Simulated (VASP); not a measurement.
Method: r2SCAN meta-GGA with spin-orbit coupling, VASP's PBE PAW potentials (set 64) (plane waves; VASP).

VASP input:

KPOINTS:
```
Automatic mesh
0
Gamma
5 5 7
0 0 0
```

**INCAR**
```
# general
SYSTEM     = TiO2
PREC       = Accurate
ENCUT      = 520
LREAL      = F   # projection in real space or not
LASPH      = T

# electronic loop
EDIFF      = 1E-6   # SCF stop (eV)
NELM       = 100
ALGO       = Normal   # blocked Davidson
LMAXMIX    = 4
LMIXTAU    = T

# smearing
ISMEAR     = 0
SIGMA      = 0.05

# functional
METAGGA    = R2SCAN
GGA_COMPAT = F

# spin
MAGMOM     = 0 0 0 0 0 0 0 0 0 0 0 0 0 0 0 0 0 0
LSORBIT    = T

# output
LWAVE      = F
LCHARG     = F
```

KPOINTS_OPT:
```
k-points along high-symmetry lines
5
Line-mode
Reciprocal
  0.000000   0.000000   0.000000 ! GAMMA
  0.000000   0.500000   0.000000 ! X

  0.000000   0.500000   0.000000 ! X
  0.500000   0.500000   0.000000 ! M

  0.500000   0.500000   0.000000 ! M
  0.000000   0.000000   0.000000 ! GAMMA

  0.000000   0.000000   0.000000 ! GAMMA
  0.000000   0.000000   0.500000 ! Z

  0.000000   0.000000   0.500000 ! Z
  0.000000   0.500000   0.500000 ! R

  0.000000   0.500000   0.500000 ! R
  0.500000   0.500000   0.500000 ! A

  0.500000   0.500000   0.500000 ! A
  0.000000   0.000000   0.500000 ! Z

  0.000000   0.500000   0.000000 ! X
  0.000000   0.500000   0.500000 ! R

  0.500000   0.500000   0.000000 ! M
  0.500000   0.500000   0.500000 ! A
```

File POSCAR:
```
TiO2
4.6023310
  0.9999999402   0.0000000000   0.0000000000
  0.0000000000   0.9999999402   0.0000000000
  0.0000000000   0.0000000000   0.6431872684
Ti O
2 4
Direct
  1.0000000000   0.0000000000   0.0000000000
  0.5000000000   0.5000000000   0.5000000000
  0.3045125053   0.3045125053   1.0000000000
  0.8045125053   0.1954874947   0.5000000000
  0.1954874947   0.8045125053   0.5000000000
  0.6954874947   0.6954874947   0.0000000000
```

POTCAR, in this order: Ti_sv O (PBE.64 set). Program: vasp_ncl.

Task: What does the run give for the energy per atom (σ→0), band gap (over mesh and band path)?

Result: 
```json
{
 "energy per atom (σ→0)": "-11.634 eV/atom",
 "band gap (over mesh and band path)": "2.21 eV"
}
```

### OSZICAR
```
...
DAV:  13    -0.698031134662E+02   -0.31120E-02   -0.83353E-03  3016   0.991E-01    0.620E-02
DAV:  14    -0.698058377526E+02   -0.27243E-02   -0.13694E-03  3072   0.358E-01    0.233E-02
DAV:  15    -0.698057923863E+02    0.45366E-04   -0.20571E-04  3664   0.127E-01    0.161E-02
DAV:  16    -0.698059065839E+02   -0.11420E-03   -0.40602E-05  3152   0.673E-02    0.455E-03
DAV:  17    -0.698059056550E+02    0.92887E-06   -0.43982E-06  3024   0.211E-02
   1 F= -.69805906E+02 E0= -.69805906E+02  d E =-.270274E-30  mag=     0.0000     0.0000     0.0000
       N       E                     dE             ncg
       N       E                     dE             ncg
```

The compound is TiO2 in the rutile structure. It was relaxed first.
